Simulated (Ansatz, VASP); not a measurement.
## BiAsS: VASP beside Ansatz

File INCAR:

```
SYSTEM = BiAsS
ALGO     = Normal         ! electronic algorithm
EDIFF    = 1E-7           ! SCF threshold, eV
ENCUT    = 520            ! plane-wave cutoff, eV
GGA      = PE             ! functional
ISIF     = 2              ! what is computed and relaxed
ISMEAR   = 0              ! smearing method
LASPH    = .TRUE.         ! aspherical terms in the spheres
LCHARG   = .TRUE.         ! write CHGCAR
LELF     = .TRUE.         ! ELF
LREAL    = .FALSE.        ! projectors in reciprocal space
LVHAR    = .TRUE.       
LWAVE    = .FALSE.        ! write WAVECAR
NBANDS   = 35             ! bands
NELM     = 80             ! most SCF steps
PREC     = Accurate       ! precision mode
SIGMA    = 0.1            ! smearing width, eV
```

The input KPOINTS:

```
k-points
0
G
  6 6 2
  0 0 0
```

The input POSCAR:

```
BiAsS
1.0
    4.7008133100      0.0000000000      0.0000000000
   -2.3504066600      4.0710237500      0.0000000000
    0.0000000000      0.0000000000      9.2883938000
Bi As S
2 2 2
Direct
    0.0000000000      0.0000000000      0.5000000000
    0.0000000000      0.0000000000      0.0000000000
    0.3333333300      0.6666666700      0.2500000000
    0.6666666700      0.3333333300      0.7500000000
    0.6666666700      0.3333333300      0.2500000000
    0.3333333300      0.6666666700      0.7500000000
```

Input for Ansatz:

```yaml
crystal:
  lattice:
    - [4.70081331, 0.0, 0.0]
    - [-2.35040666, 4.07102375, 0.0]
    - [0.0, 0.0, 9.2883938]
  atoms:
    - { symbol: Bi, position: [0.0, 0.0, 0.5] }
    - { symbol: Bi, position: [0.0, 0.0, 0.0] }
    - { symbol: As, position: [0.33333333, 0.66666667, 0.25] }
    - { symbol: As, position: [0.66666667, 0.33333333, 0.75] }
    - { symbol: S, position: [0.66666667, 0.33333333, 0.25] }
    - { symbol: S, position: [0.33333333, 0.66666667, 0.75] }
basis:
  ecutwfc: 420
kpoints:
  mp_grid: { grid: [6, 6, 2] }
hamiltonian:
  xc: pbe
scf:
  occupations: { method: gaussian, width: 0.1 }
  lower_state_search: "off"
output:
  forces: true
  stress: true
  eigenvalues: true
```

Change from the starting cell: species swapped into the YbCuSi type (P6_3/mmc, No. 194).

Alike in both runs: task single point; functional PBE; k mesh 6 × 6 × 2; occupations gaussian, width 0.1 eV; no spin polarisation.

|  | VASP | Ansatz |
| --- | --- | --- |
| version | VASP 6.6.1 | Ansatz 0.2.0 |
| potentials or method | VASP PAW PBE potentials, release 64 (Bi_d, As, S) | scalar-relativistic, plane waves, PAW |
| plane-wave cutoff (eV) | 520 | 420 |
| valence electrons in the cell | 52 | 72 |

```csv
,VASP,Ansatz,Ansatz less VASP
gap on the k mesh at the Fermi level (eV),none,none,-
pressure (GPa),-7.3,-7.3,+0.04
largest component of the traceless stress (GPa),1.47,1.47,0.000
```

A gap of «none» marks a metal or a gap that the smearing closes. The two sets of potentials don't hold the same shells in valence.

Caveats: spin-orbit coupling is left out, which moves the levels of the heavy elements.
